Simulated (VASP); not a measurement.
```
YSi2
1.0
    4.05842     0.00000     0.00000
   -2.02921     3.51470     0.00000
    0.00000     0.00000     3.99714
Y Si
1 2
Direct
  0.00000   0.00000   0.00000
  0.33333   0.66667   0.50000
  0.66667   0.33333   0.50000
```

Calculation: r2SCAN meta-GGA, VASP's PBE PAW potentials (set 64) (plane waves; VASP 6.6.1). Settings: 400 eV cut-off, 8×8×7 Γ-centred mesh, first-order Methfessel-Paxton smearing of 0.10 eV, potentials Y_sv Si.

Q: Estimate the energy per atom (σ→0), band gap (on the k-mesh) with the smallest direct gap where there is one.

A: 
```json
{
  "band gap (on the k-mesh)": "none (metal, semimetal or under 0.01 eV)",
  "energy per atom (σ→0)": "-1269.2 kJ/mol-atom"
}
```

Total energies compare only between runs with the same potentials, cut-off and functional.

The structure comes from a computed database's YSi2 entry (P6/mmm); how it stands against other phases isn't given here. It was relaxed first. The start is the result of an earlier pass. The electron count is odd and the run is not spin-polarised, which forces a metal.
